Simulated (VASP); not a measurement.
Data:

```yaml
crystal:
  lattice:
    - [3.81874, 0.00000, 0.00000]
    - [0.00000, 3.81874, 0.00000]
    - [0.00000, 0.00000, 3.81874]
  atoms:
    - { symbol: Sr, position: [0.00000, 0.00000, 0.00000] }
    - { symbol: V, position: [0.50000, 0.50000, 0.50000] }
    - { symbol: O, position: [0.50000, 0.00000, 0.50000] }
    - { symbol: O, position: [0.00000, 0.50000, 0.50000] }
    - { symbol: O, position: [0.50000, 0.50000, 0.00000] }
```

Computed with LDA (Ceperley-Alder, Perdew-Zunger), VASP's LDA PAW potentials (set 64) (plane waves; VASP). Run with 520 eV cut-off, 8×8×8 Γ-centred mesh, first-order Methfessel-Paxton smearing of 0.10 eV, potentials Sr_sv V_sv O.

Question: Give the stress tensor in GPa (positive for a compressed cell).

Answer: 
```
-6.07   0.00   0.00
 0.00  -6.07   0.00
 0.00   0.00  -6.07
```
The pressure is its mean diagonal, -6.07 GPa.

The compound is SrVO3 in the cubic perovskite structure. This cell is one point of a volume scan, at 1.03 of the reference volume. The run is not spin-polarised, so no magnetic state was tried. The electron count is odd and the run is not spin-polarised, which forces a metal.
